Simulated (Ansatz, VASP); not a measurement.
# Cross-check of SiMoPt (SiMoPt in the AlB2 type) between VASP and Ansatz

Wanted: the spread between two codes on one cell, functional and k mesh. The cell is generated by rule, not measured, and may not be a known phase. The cell is taken from a series of runs on this material, whose earlier steps may have relaxed, scaled, displaced or heated it; both programs get it as it stands.

Method: plane waves, with VASP 6.6.1 beside it; relaxation of cell and atoms at PBEsol and zone-centre phonons at PBEsol, in Ansatz 0.2.0.

## 1. The structure

The structure is hexagonal, space group P-6m2 (No. 187). Conventional cell: a = 4.201 Å, b = 4.201 Å, c = 2.818 Å, α = 90.00°, β = 90.00°, γ = 120.00°. Mo has 6 Si at 2.80 Å and 6 Pt at 2.80 Å and 2 Mo at 2.82 Å nearest. Si has 3 Pt at 2.43 Å and 6 Mo at 2.80 Å and 2 Si at 2.82 Å nearest. Nearest to Pt lie 3 Si at 2.43 Å and 6 Mo at 2.80 Å and 2 Pt at 2.82 Å. Farther neighbours are not listed.

## 2. VASP: relaxation of cell and atoms, PBEsol, pair 1

The relaxed volume is the usual yardstick between codes: in a stiff, nearly cubic crystal its relative difference is about their pressure difference at one cell divided by the bulk modulus.

Lines of VASP's logs that name or quote its potential files are left out, and so is its time.

INCAR

```
SYSTEM = SiMoPt
PREC = Accurate
ENCUT = 500
EDIFF = 1E-07
NELM = 120
ISMEAR = 0
SIGMA = 0.1
LREAL = .FALSE.
ALGO = Normal
GGA = PS
NBANDS = 20
LASPH = .TRUE.
LORBIT = 11
LWAVE = .FALSE.
LCHARG = .FALSE.
ISIF = 3
IBRION = 2
NSW = 80
EDIFFG = -0.005
GGA_COMPAT = .FALSE.
NELMIN = 4
KPAR = 2
```

POSCAR

```
SiMoPt
1.0
    4.2006690000      0.0000000000      0.0000000000
   -2.1003350000      3.6378860000      0.0000000000
    0.0000000000      0.0000000000      2.8182570000
Mo Si Pt
1 1 1
Direct
    0.0000000000      0.0000000000      0.0000000000
    0.3333335043      0.6666668499      0.4999998226
    0.6666668712      0.3333334250      0.4999998226
```

KPOINTS

```
Automatic mesh
0
Gamma
9 9 10
0 0 0
```

Potentials, in the order of the species: Mo_sv, Si and Pt (PBE family, release 64).

Launch:

```console
$ mpirun -np 2 vasp_std
```

Numbers of over 12 decimals in the logs are rounded to 6 here.

The log of the run:

```text
[banner, memory and clock lines left out]
running    2 mpi-ranks, on    1 nodes
 distrk:  each k-point on    1 cores,    2 groups
 distr:  one band on    1 cores,    1 groups

 POSCAR found type information on POSCAR MoSiPt
 POSCAR found :  3 types and       3 ions
|                                                                             |
|               ----> ADVICE to this user running VASP <----                  |
|                                                                             |
|     You enforced a specific xc type in the INCAR file but a different       |
|     [... a line on the potential file left out ...]
|     I HOPE YOU KNOW WHAT YOU ARE DOING!                                     |
|                                                                             |

 LDA part: xc-table for (Slater+PW92), standard interpolation
 POSCAR, INCAR and KPOINTS ok, starting setup
 FFT: planning ... GRIDC
 FFT: planning ... GRID_SOFT
 FFT: planning ... GRID
 WAVECAR not read
 entering main loop
       N       E                     dE             d eps       ncg     rms          rms(c)
DAV:   1     0.176040380910E+03    0.17604E+03   -0.14392E+04  2880   0.133E+03
DAV:   2    -0.219359326952E+02   -0.19798E+03   -0.19174E+03  3172   0.343E+02
DAV:   3    -0.272199744801E+02   -0.52840E+01   -0.51509E+01  3524   0.511E+01
DAV:   4    -0.272713125189E+02   -0.51338E-01   -0.51226E-01  3216   0.496E+00
DAV:   5    -0.272719030000E+02   -0.59048E-03   -0.59039E-03  3420   0.520E-01    0.218E+01
DAV:   6    -0.257919485922E+02    0.14800E+01   -0.78448E+00  3164   0.202E+01    0.901E+00
DAV:   7    -0.257231863470E+02    0.68762E-01   -0.25962E+00  3136   0.102E+01    0.440E+00
DAV:   8    -0.255452042220E+02    0.17798E+00   -0.15839E+00  3064   0.703E+00    0.353E+00
DAV:   9    -0.255008571939E+02    0.44347E-01   -0.96943E-02  3120   0.205E+00    0.406E-01
DAV:  10    -0.255001654749E+02    0.69172E-03   -0.32303E-03  3340   0.431E-01    0.249E-01
DAV:  11    -0.255000715962E+02    0.93879E-04   -0.30667E-04  3184   0.158E-01    0.717E-02
DAV:  12    -0.255000689387E+02    0.26575E-05   -0.17519E-05  3296   0.299E-02    0.285E-02
DAV:  13    -0.255000697111E+02   -0.77235E-06   -0.10311E-06  3268   0.776E-03    0.329E-03
DAV:  14    -0.255000695604E+02    0.15064E-06   -0.44638E-07  2720   0.495E-03    0.222E-03
DAV:  15    -0.255000694800E+02    0.80462E-07   -0.89781E-08  1664   0.221E-03
   1 F= -.25500069E+02 E0= -.25490448E+02  d E =-.255001E+02
[...]
2 F= -.25500047E+02 E0= -.25490274E+02  d E =0.222447E-04
[...]
3 F= -.25500126E+02 E0= -.25490436E+02  d E =-.567270E-04
 curvature:  -0.24 expect dE=-0.216E-04 dE for cont linesearch -0.673E-07
 trial: gam= 0.32777 g(F)=  0.119E-40 g(S)=  0.919E-04 ort = 0.853E-05 (trialstep = 0.891E+00)
 search vector abs. value=  0.125E-03
 bond charge predicted
       N       E                     dE             d eps       ncg     rms          rms(c)
DAV:   1    -0.255006035083E+02   -0.47725E-03   -0.18027E-02  2900   0.111E+00    0.149E-01
DAV:   2    -0.255002373318E+02    0.36618E-03   -0.84955E-04  3272   0.242E-01    0.597E-02
DAV:   3    -0.255002218284E+02    0.15503E-04   -0.39119E-04  3080   0.131E-01    0.722E-02
DAV:   4    -0.255001728444E+02    0.48984E-04   -0.16770E-04  3148   0.864E-02    0.135E-02
DAV:   5    -0.255001717926E+02    0.10518E-05   -0.53418E-06  3240   0.166E-02    0.736E-03
DAV:   6    -0.255001721515E+02   -0.35893E-06   -0.51345E-07  3232   0.451E-03    0.197E-03
DAV:   7    -0.255001723022E+02   -0.15066E-06   -0.38237E-08  1576   0.131E-03    0.531E-04
DAV:   8    -0.255001723459E+02   -0.43697E-07   -0.69402E-09  1496   0.605E-04
   4 F= -.25500172E+02 E0= -.25490346E+02  d E =-.461389E-04
 trial-energy change:   -0.000046  1 .order   -0.000045   -0.000084   -0.000006
 step:   0.9531(harm=  0.9583)  dis= 0.00000  next Energy=   -25.500173 (dE=-0.463E-04)
 reached required accuracy - stopping structural energy minimisation
```

OUTCAR, selected parts (step 2):

```text
ion  position               nearest neighbor table
   1  0.000  0.000  0.000-   2 2.80   3 2.80   3 2.80   2 2.80   2 2.80   3 2.80   3 2.80   3 2.80
                             2 2.80   2 2.80   3 2.80   2 2.80
   2  0.333  0.667  0.500-   3 2.43   3 2.43   3 2.43   1 2.80   1 2.80   1 2.80   1 2.80   1 2.80
                             1 2.80
   3  0.667  0.333  0.500-   2 2.43   2 2.43   2 2.43   1 2.80   1 2.80   1 2.80   1 2.80   1 2.80
                             1 2.80

  LATTYP: Found a hexagonal cell.
 ALAT       =     4.2006690000
 C/A-ratio  =     0.6709067056

 Subroutine GETGRP returns: Found 12 space group operations
 (whereof 12 operations were pure point group operations)

The static configuration has the point symmetry D_3h.

 Found     72 irreducible k-points:

   k-points           NKPTS =     72   k-points in BZ     NKDIM =     72   number of bands    NBANDS=     20

   dimension x,y,z NGX =    32 NGY =   32 NGZ =   24
   dimension x,y,z NGXF=    64 NGYF=   64 NGZF=   48

   ENCUT  =  500.0 eV  36.75 Ry    6.06 a.u.   7.66  7.66  5.14*2*pi/ulx,y,z

   NELECT =      28.0000    total number of electrons

 k-points in reciprocal lattice and weights: Automatic mesh
   0.00000000  0.00000000  0.00000000       0.001
   0.11111111 -0.00000000  0.00000000       0.007
   0.22222222 -0.00000000  0.00000000       0.007
   0.33333333 -0.00000000  0.00000000       0.007
   0.44444444 -0.00000000  0.00000000       0.007
   0.11111111  0.11111111  0.00000000       0.007
   0.22222222  0.11111111  0.00000000       0.015
   0.33333333  0.11111111  0.00000000       0.015
   0.44444444  0.11111111  0.00000000       0.007
[...]
0.33333333  0.22222222  0.50000000       0.015
   0.33333333  0.33333333  0.50000000       0.002

 average (electrostatic) potential at core
       1 -69.4575       2 -77.3307       3 -62.4600

 E-fermi :  12.3369

 k-point     1 :       0.0000    0.0000    0.0000
  band No.  band energies     occupation
    ...
      9       9.1312      2.00000
     10       9.2240      2.00000
     11       9.2240      2.00000
     12       9.4982      2.00000
     13       9.4982      2.00000
     14      13.4555      0.00000
     15      13.4750      0.00000
     16      13.4750      0.00000
     17      16.3990      0.00000
     18      16.3991      0.00000
    ...

 k-point     2 :       0.1111   -0.0000    0.0000
  band No.  band energies     occupation
    ...
      9       9.1256      2.00000
     10       9.1933      2.00000
     11       9.2180      2.00000
     12       9.4638      2.00000
     13       9.5235      2.00000
     14      13.3419      0.00000
     15      13.5265      0.00000
     16      13.7674      0.00000
     17      15.3019      0.00000
     18      15.4165      0.00000
    ...

 k-point     3 :       0.2222   -0.0000    0.0000
  band No.  band energies     occupation
    ...
      9       8.6797      2.00000
     10       9.1184      2.00000
     11       9.1954      2.00000
     12       9.5759      2.00000
     13       9.6040      2.00000
     14      13.1033      0.00000
     15      13.6543      0.00000
     16      13.7718      0.00000
     17      13.9704      0.00000
     18      14.8054      0.00000
    ...

  Total        0.0042176      0.0042176     -0.0032356     -0.0000000      0.0000000     -0.0000000
  in kB        0.1568585      0.1568585     -0.1203359     -0.0000000      0.0000000     -0.0000000
  external PRESSURE =       0.0644603 kB  Pullay stress =       0.0000000 kB

  energy-cutoff  :      500.00
  volume of cell :       43.08
      direct lattice vectors                 reciprocal lattice vectors
     4.204299719 -0.000000000 -0.000000000     0.237851739  0.137323801 -0.000000000
    -2.102150360  3.641030295  0.000000000     0.000000000  0.274647536  0.000000000
     0.000000000 -0.000000000  2.814145435     0.000000000 -0.000000000  0.355347662

 POSITION                                       TOTAL-FORCE (eV/Angst)
 -----------------------------------------------------------------------------------
      0.00000      0.00000      0.00000        -0.000000     -0.000000      0.000000
     -0.00000      2.42735      1.40707         0.000000      0.000000      0.000000
      2.10215      1.21368      1.40707        -0.000000      0.000000      0.000000
 -----------------------------------------------------------------------------------
    total drift:                               -0.000098      0.000015      0.000126

  FREE ENERGIE OF THE ION-ELECTRON SYSTEM (eV)
  ---------------------------------------------------
  free  energy   TOTEN  =       -25.5001723459 eV

  energy  without entropy=      -25.4805187475  energy(sigma->0) =      -25.49034555

 reached required accuracy - stopping structural energy minimisation

 total charge
# of ion       s       p       d       tot
------------------------------------------
    1        2.280   6.163   3.949  12.392
    2        0.726   0.871   0.000   1.597
    3        0.730   0.820   8.139   9.689
--------------------------------------------------
tot          3.736   7.855  12.088  23.679

[... 3 further parts left out ...]
```

CONTCAR:

```
SiMoPt
   1.00000000000000
     4.2042997187101561   -0.0000000004989843   -0.0000000000000000
    -2.1021503602193703    3.6410302947130466    0.0000000000000000
     0.0000000000000000   -0.0000000000000000    2.8141454352878754
  Mo              Si              Pt
     1     1     1
Direct
     0.0000000000000000    0.0000000000000000    0.0000000000000000
     0.3333335043000005    0.6666668498999968    0.4999998226000031
     0.6666668712000003    0.3333334249999993    0.4999998226000031
```

The run keeps the 12 symmetry operations of its start, so it cannot find a distortion of lower symmetry.

## 3. Ansatz: relaxation of cell and atoms, PBEsol, pair 1

Ansatz runs on its default PAW (the set named soft_2) files.

The same cell, functional, mesh and smearing now go to Ansatz, which takes its cutoff from its data sets.

input.yaml

```yaml
crystal:
  lattice:
    - [4.2006694717, 0.0, 0.0]
    - [-2.1003347359, 3.6378864754, 0.0]
    - [0.0, 0.0, 2.8182566417]
  atoms:
    - { symbol: Mo, position: [0.0, 0.0, 0.0] }
    - { symbol: Si, position: [0.3333333333, 0.6666666667, 0.5] }
    - { symbol: Pt, position: [0.6666666667, 0.3333333333, 0.5] }
kpoints:
  mp_grid: { grid: [9, 9, 10] }
hamiltonian:
  xc: pbesol
scf:
  occupations: { method: gaussian, width: 0.1 }
output:
  forces: true
  stress: true
  eigenvalues: true
relax:
  adjacent_minimum: "off"
  f_tol: 0.005
  max_steps: 80
  cell: { stress_tol: 0.05 }
```

Launch:

```console
$ ansatz run input.yaml --threads 4 --pin off --max-ram 10240MiB --backend cpu --events-out ev --progress --plain --runs-dir out
```

The log of the run:

```text
Engine: ansatz 0.2.0, aarch64-unknown-linux-gnu
Pseudopotentials: kind: paw
Pseudopotential: Mo, paw, valence charge 14, recommended cutoff 420 eV (normal), Mo.paw.azcp
Pseudopotential: Si, paw, valence charge 4, recommended cutoff 420 eV (normal), Si.paw.azcp
Pseudopotential: Pt, paw, valence charge 18, recommended cutoff 420 eV (normal), Pt.paw.azcp
Functional definition: PBEsol
  exchange = pbesol_x
  correlation = pbesol_c
Crystal: 3 atoms, lattice volume = 43.067 Å³
Basis set: ecut = 420 eV, 831 PW (Γ), exchange–correlation on 60×60×40 points (8 copies of the dense FFT grid, shifted against one another)
Bands: 22, of which v1, the nominal top of the filled ones, is band 18 counted from 1 (17 counted from 0)
Symmetry: 12 space group operations
Space group: P-6m2 (ITA 187), of the structure as read, at distance tolerance 3.5e-5 Å
k-points: 72 of 810 (time reversal used)
Non-local potential: Mo, projectors of the file, l = 0: 3, l = 1: 2, l = 2: 2, l = 3: 1
Non-local potential: Si, projectors of the file, l = 0: 2, l = 1: 2, l = 2: 2
Non-local potential: Pt, projectors of the file, l = 0: 3, l = 1: 2, l = 2: 2, l = 3: 1
PAW form: soft (Blöchl's): semilocal exchange-correlation on the pseudo side does not see the compensation charge
PAW frozen core: Mo, regenerated for the run's functional, and the local potential with it (the file was generated under x = pbe(κ = 0.804, μ = 0.219515), c = pbe(β = 0.066725))
PAW frozen core: Si, regenerated for the run's functional, and the local potential with it (the file was generated under x = pbe(κ = 0.804, μ = 0.219515), c = pbe(β = 0.066725))
PAW frozen core: Pt, regenerated for the run's functional, and the local potential with it (the file was generated under x = pbe(κ = 0.804, μ = 0.219515), c = pbe(β = 0.066725))
PAW one-centre angular grid: Mo, 590 points (default); XC on 64 Gauss nodes
PAW one-centre angular grid: Si, 110 points (default); XC on 64 Gauss nodes
PAW one-centre angular grid: Pt, 590 points (default); XC on 64 Gauss nodes
Initial density: superposition of atomic densities (neutral atoms: chi_scale 0, normalization atom), corrected by the library's trained network
Initial wavefunctions: pseudopotential atomic-orbital guess
Functional: x = pbesol(κ = 0.804, μ = 0.123457), c = pbesol(β = 0.046)
SCF iter   1: F=—  HF=-17903.807334 eV  |F-HF|=—  |Δ(HF+E_count)|=         —  Δρ=1.70e-2  dr2=8.51e-2  ethr=1.77e-3  ⟨swp⟩=5.0  Hψ=6695  notcnv=0
preconditioner: auto → none  [metal: Δε(μ)=0.028 eV  Ē_g=6.648 eV  σ=0.100 eV  W_gap=0.16  n_scr=8 (ndim 8)  ℏωp=25.3 eV  f_vac=0.000  D(μ)=3.05/eV (n_scr^D=32)  sad-step TF]
SCF iter   2: F=—  HF=-17903.794150 eV  |F-HF|=—  |Δ(HF+E_count)|=   1.32e-2  Δρ=9.07e-3  dr2=3.46e-2  ethr=2.36e-4  ⟨swp⟩=1.0  Hψ=2160  notcnv=0
SCF iter   3: F=—  HF=-17903.787780 eV  |F-HF|=—  |Δ(HF+E_count)|=   6.37e-3  Δρ=2.29e-3  dr2=1.43e-3  ethr=9.62e-5  ⟨swp⟩=2.4  Hψ=2294  notcnv=0
SCF iter   4: F=—  HF=-17903.787685 eV  |F-HF|=—  |Δ(HF+E_count)|=   9.48e-5  Δρ=7.38e-4  dr2=2.87e-4  ethr=3.96e-6  ⟨swp⟩=2.3  Hψ=2358  notcnv=0
SCF iter   5: F=—  HF=-17903.787635 eV  |F-HF|=—  |Δ(HF+E_count)|=   5.05e-5  Δρ=1.43e-4  dr2=1.28e-5  ethr=7.97e-7  ⟨swp⟩=2.5  Hψ=2228  notcnv=0
SCF iter   6: F=—  HF=-17903.787633 eV  |F-HF|=—  |Δ(HF+E_count)|=   1.80e-6  Δρ=3.42e-5  dr2=5.95e-7  ethr=3.56e-8  ⟨swp⟩=1.7  Hψ=1912  notcnv=0
SCF iter   7: F=-17903.787633 eV  HF=-17903.787633 eV  |F-HF|=1.48e-9  |Δ(HF+E_count)|=   5.65e-8  Δρ=4.07e-6  dr2=3.42e-9  ethr=2.78e-10  ⟨swp⟩=4.5  Hψ=5333  notcnv=0
SCF 1 converged in 7 iterations: F = -17903.787633 eV  dr2 = 3.42e-9
  greatest PAW one-centre occupation: 1.000 electrons in one spin orbital (limit 2), on the Pt atom at site 2 (counted from 0), in its partial waves of l = 0
relax step   1: F+E_penalty+E_count = -17903.78763267 eV  Δ(F+E_penalty+E_count) = +0.000e0 eV  max|allowed force component| = 1.357e-16 eV/Å  Δτ_max = 0.0000 Å  P = -0.003 GPa  Ω = 43.067 Å³  (7 SCF iters, dr2 threshold 1.00e-7 eV, accepted)
[...]
relax step   3: F+E_penalty+E_count = -17903.78764387 eV  Δ(F+E_penalty+E_count) = +1.160e-5 eV  max|allowed force component| = 1.234e-16 eV/Å  Δτ_max = 0.0000 Å  P = -0.102 GPa  Ω = 43.075 Å³  energy of the carried Pulay correction = -3.281e-6 eV  (6 SCF iters, dr2 threshold 1.17e-8 eV, rejected (line search))
[...]
relax step   4: F+E_penalty+E_count = -17903.78765507 eV  Δ(F+E_penalty+E_count) = +4.117e-7 eV  max|allowed force component| = 8.327e-17 eV/Å  Δτ_max = 0.0000 Å  P = -0.000 GPa  Ω = 43.059 Å³  energy of the carried Pulay correction = +1.652e-6 eV  (6 SCF iters, accepted)
[...]
relax step   5: F+E_penalty+E_count = -17903.78765541 eV  Δ(F+E_penalty+E_count) = -3.492e-7 eV  max|allowed force component| = 2.359e-16 eV/Å  Δτ_max = 0.0000 Å  P = -0.000 GPa  Ω = 43.059 Å³  stress off target by 2.11e-4 GPa  SCF on the basis re-selected at this cell (its energy is not comparable with the rows above)  (8 SCF iters)
basis re-selected at this cell: Δ(F+E_penalty+E_count) = -3.492e-7 eV, ΔP = -0.000 GPa vs the last step (what re-selecting the basis moved, of the pressure what is left beyond the Pulay correction that the steps carried, after the strain that the cell walked since its last selection, with what the two solves' SCF thresholds leave and, on support functions, any second-order correction that the steps lacked; it is no m [...]
SCF converged after 8 iterations
Free energy (F): -17903.787655 eV
Harris-Foulkes:  -17903.787655 eV  (|F-HF|=3.64e-12)
Internal energy: -17903.768415 eV  (E = F + TS)
E sigma→0 (E₀):  -17903.778035 eV
Entropy (-TS):   -0.019240 eV (-6.413 meV/atom)
Fermi energy:    19.851823 eV
--- Per-component energies (eV) ---
  E_band       = -232.300155
  E_kinetic    = 1125.684629
  E_local      = -2896.421555  (includes V_loc(G=0)·N_el)
  E_nonlocal   = 371.182680
  E_hartree    = 1094.049325
  E_xc         = -500.612260
  E_vxc        = -581.958053  (∫ρ·V_xc dr)
  E_paw        = -12959.068069  (= ΣΔE_a)
  E_vpaw       = -438.886733  (= ΣTr[D̂ρ^β])
  E_aug_tail   = 0.000226  (compensation charges beyond the density's cutoff)
  E_ewald      = -4139.111233
  E_core_change = 0.527841  (= ΣΔE_core)
  E_smearing   = -0.019240  (= −TS)
  E_closure    = -0.000000  (closes the sum)
  Σ components = -17903.787655   (vs F -17903.787655, Δ=0.00e0)
--- Forces (eV/Å), atoms counted from 1 ---
  atom   1  Mo    -0.00000000     0.00000000     0.00000000
  atom   2  Si    -0.00000000     0.00000000     0.00000000
  atom   3  Pt     0.00000000     0.00000000     0.00000000
  max |Σ_I F_I| component: 4.02e-16 eV/Å
--- Stress (GPa, compression-positive) ---
       -0.000211       0.000000       0.000000
       -0.000000      -0.000211       0.000000
        0.000000       0.000000       0.000009
  P = ⅓ Tr σ = -0.0001 GPa (-0.001 kbar)
--- Band table (eV; the first three rows and the last of 72) ---
  k-point 0: bands = [... 14 lower, 16.7280, 17.0217, 17.0217, 20.9849, 20.9849, 20.9955, 23.9291, 23.9291]
  k-point 1: bands = [... 14 lower, 16.9978, 17.5115, 17.5115, 20.7112, 20.7112, 21.0655, 23.7141, 24.4651]
  k-point 2: bands = [... 14 lower, 17.8905, 18.0189, 18.0189, 20.3373, 20.3373, 21.1640, 22.0961, 24.9703]
  k-point 71: bands = [... 14 lower, 16.5802, 17.8867, 18.1282, 19.1973, 21.0900, 21.6663, 22.2069, 22.3551]
--- Relaxed structure (4 steps of the walk, 3 accepted, 1 SCFs on fresh bases) ---
  F+E_penalty+E_count = -17903.78765541 eV   max|allowed force component| = 2.359e-16 eV/Å   (the final SCF, on the basis selected at the relaxed cell)
  cell:  # Å, volume = 43.0586 Å³
    - [4.202062, 2.8876999638850506e-11, 0.0]
    - [-2.101031, 3.639092, 0.0]
    - [0.0, 0.0, 2.815816]
  atoms:
    - { symbol: Mo, position: [0, 0, 0.0] }
    - { symbol: Si, position: [0.333333, 0.666667, 0.500000] }
    - { symbol: Pt, position: [0.666667, 0.333333, 0.500000] }
```

Reading the cycles: dr2 is the Hartree energy of the density residual (eV), the measure of convergence; HF is the Harris–Foulkes estimate of the energy, which meets the free energy F at convergence.

## 4. Comparison

Known differences besides the potentials themselves: the data sets hold 36 valence electrons in Ansatz (on its default PAW (the set named soft_2) files) and 28 in VASP; the cutoff is 420 eV in Ansatz and 500 eV in VASP; Ansatz makes its cores anew for this functional, VASP keeps those of its PBE data sets; Ansatz adds a Pulay correction to the stress that steers its cell, VASP none. Total energies have different zeros and are not compared.

Compared:

| quantity | Ansatz | VASP | difference |
| --- | --- | --- | --- |
| volume (Å³) | 43.06 | 43.08 | -0.05 % |
| edge a after relaxation, in the typed setting (Å) | 4.202 | 4.204 | -0.05 % |
| edge c after relaxation, in the typed setting (Å) | 2.816 | 2.814 | +0.06 % |

[end of part 1 of 2]

[Lines on the potential files, build, host, timing and source positions are cut from VASP's logs without a mark.]

[Logs are printed without paths, hosts, clocks, repeated set-up lines and the standing remarks that a program may print on its own settings, such as how far it seeks lower states.]

[Hosts, paths, dates, database ids (printed as entryN), source tags and the programs' standing remarks are cut or masked in the printed files.]
